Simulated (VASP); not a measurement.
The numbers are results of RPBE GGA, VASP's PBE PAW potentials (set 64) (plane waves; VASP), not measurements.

Input for VASP

POSCAR:
```
ZnS
1.0
  1.9475294169  -3.3732198543   0.0000000000
  1.9475294169   3.3732198543   0.0000000000
  0.0000000000   0.0000000000   6.3796093329
Zn S
2 2
Cart
  1.9475294169  -1.1244088669   3.1905672314
  1.9475294169   1.1244088669   0.0007625649
  1.9475294169  -1.1244088669   5.5813956014
  1.9475294169   1.1244088669   2.3915909349
```

File KPOINTS:
```
Automatic mesh
0
Gamma
6 6 3
0 0 0
```

### INCAR
```
# general
SYSTEM =ZnS
PREC   =Accurate
ENCUT  =520
LREAL  =.False.
LASPH  =.True.

# electronic loop
EDIFF  =1E-6
NELM   =100
ALGO   =Normal
LMAXMIX=4

# smearing
ISMEAR =0
SIGMA  =0.05

# functional
GGA    =RP

# ions
IBRION =2
NSW    =60
ISIF   =3
EDIFFG =-0.02

# output
LWAVE  =.False.
LCHARG =.False.
```

POTCAR, in this order: Zn S (PBE.64 set). Program: vasp_std.

Output of the run:

**OSZICAR**
```
       N       E                     dE             d eps       ncg     rms          rms(c)
DAV:   1     0.238187601968E+03    0.23819E+03   -0.17340E+04   616   0.193E+03
DAV:   2     0.985025314849E+01   -0.22834E+03   -0.22300E+03   640   0.381E+02
DAV:   3    -0.127032970367E+02   -0.22554E+02   -0.22459E+02   754   0.119E+02
DAV:   4    -0.132209374850E+02   -0.51764E+00   -0.51715E+00   718   0.188E+01
DAV:   5    -0.132313343359E+02   -0.10397E-01   -0.10395E-01   756   0.254E+00    0.982E+00
DAV:   6    -0.123695248183E+02    0.86181E+00   -0.18747E+00   950   0.398E+01    0.769E+00
DAV:   7    -0.124082771242E+02   -0.38752E-01   -0.19003E+00   706   0.782E+00    0.333E+00
DAV:   8    -0.123950893448E+02    0.13188E-01   -0.15310E-01   812   0.544E+00    0.105E+00
DAV:   9    -0.123971907435E+02   -0.21014E-02   -0.23195E-02   798   0.309E+00    0.304E-01
DAV:  10    -0.123975053994E+02   -0.31466E-03   -0.24249E-03   706   0.559E-01    0.185E-01
DAV:  11    -0.123978605545E+02   -0.35516E-03   -0.27355E-04   724   0.113E-01    0.100E-01
DAV:  12    -0.123982277689E+02   -0.36721E-03   -0.71243E-04   688   0.180E-01    0.339E-02
DAV:  13    -0.123982282481E+02   -0.47919E-06   -0.11512E-05   760   0.451E-02    0.182E-02
DAV:  14    -0.123982355480E+02   -0.72999E-05   -0.19983E-05   688   0.260E-02    0.466E-03
DAV:  15    -0.123982349585E+02    0.58952E-06   -0.11848E-06   536   0.192E-02
   1 F= -.12398235E+02 E0= -.12398235E+02  d E =-.123982E+02
```

**OUTCAR**
```
------------------------ aborting loop because EDIFF is reached ----------------------------------------
  FORCE on cell =-STRESS in cart. coord.  units (eV):
  Direction    XX          YY          ZZ          XY          YZ          ZX
  --------------------------------------------------------------------------------------
  Total        0.0487852      0.0487852      0.0672743      0.0000000      0.0000000      0.0000000
  in kB        0.9324946      0.9324946      1.2858987      0.0000000      0.0000000      0.0000000
  external PRESSURE =       1.0502960 kB  Pullay stress =       0.0000000 kB
  volume of cell :       83.82
      direct lattice vectors                 reciprocal lattice vectors
     1.947529417 -3.373219854  0.000000000     0.256735532 -0.148226330  0.000000000
     1.947529417  3.373219854  0.000000000     0.256735532  0.148226330  0.000000000
     0.000000000  0.000000000  6.379609333     0.000000000  0.000000000  0.156749410
  FREE ENERGIE OF THE ION-ELECTRON SYSTEM (eV)
  ---------------------------------------------------
  free  energy   TOTEN  =       -12.3982349585 eV

  energy  without entropy=      -12.3982349585  energy(sigma->0) =      -12.39823496

 reached required accuracy - stopping structural energy minimisation
```
(Selected blocks of OUTCAR.)

The compound is ZnS in the wurtzite structure, the high-temperature form. It was relaxed first, which changed the volume by +6 %. The start is the result of an earlier pass.
